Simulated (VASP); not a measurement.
Crystal: Ti.

```
Ti
1.0
     2.95000    0.00000    0.00000
    -1.47500    2.55477    0.00000
     0.00000    0.00000    4.68000
Ti
2
Direct
  0.33333 0.66667 0.25000
  0.66667 0.33333 0.75000
```

Base run:

* Program: VASP 6.6.1
* Functional: PBEsol
* Potentials or basis: VASP PAW PBE potentials, release 64 (Ti_sv)
* Cutoff: 600 eV
* k mesh: 13 × 13 × 7
* Occupations: fermi-dirac, width 0.05 eV
* Spin: no spin polarisation

Its results: band gap on the k mesh none (metal or under the smearing width); pressure -5.9 GPa.

Question: The run is repeated on the same cell with these changes: functional from PBEsol to PBE; cutoff from 600 eV to 520 eV. What comes out?

Answer: Band gap on the k mesh none (metal or under the smearing width); pressure -1.8 GPa.

PBE binds less tightly than PBEsol, so the same cell stands under more pressure.

Caveats: the PAW data sets were made with another functional, which shifts forces and pressure a little (some runs).
